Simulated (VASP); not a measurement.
All values below come from rev-vdW-DF2, VASP's PBE PAW potentials (set 64) (plane waves; VASP).

VASP input:

**INCAR**
```
# general
SYSTEM   = Al
PREC     = Accurate
ENCUT    = 520
LREAL    = .FALSE.   # projection in real space or not
LASPH    = .TRUE.

# electronic loop
EDIFF    = 1E-6
NELM     = 100   # most electronic steps
ALGO     = Normal

# smearing
ISMEAR   = 1
SIGMA    = 0.1   # width (eV)

# functional
GGA      = MK
LUSE_VDW = .TRUE.
AGGAC    = 0.0
PARAM1   = 0.1234568
PARAM2   = 0.7114
ZAB_VDW  = -1.8867

# ions
IBRION   = 2   # conjugate gradients
NSW      = 60
ISIF     = 3   # ions, shape and volume
EDIFFG   = -0.01   # ionic stop

# output
LWAVE    = .FALSE.
LCHARG   = .FALSE.
```

### POSCAR
```
Al
1
    0.0000000000     2.0250000000     2.0250000000
    2.0250000000     0.0000000000     2.0250000000
    2.0250000000     2.0250000000     0.0000000000
Al
1
Direct
  0.0000000000   0.0000000000   0.0000000000
```

### KPOINTS
```
K-points
0
gamma
 14 14 14
0 0 0
```

POTCAR, in this order: Al (PBE.64 set). Program: vasp_std.

Task: What will the output report for the number of irreducible k-points (NKPTS), largest plane-wave count, number of space-group operations, FFT grid (NGX, NGY, NGZ)?

Result: 
The number of irreducible k-points (NKPTS) is 104 and the largest plane-wave count is 459. The number of space-group operations is 48 and the FFT grid (NGX, NGY, NGZ) comes out as 24 × 24 × 24.

The compound is Al in the fcc structure. This run relaxes it. Symmetry was kept, so distortions that lower it aren't found.
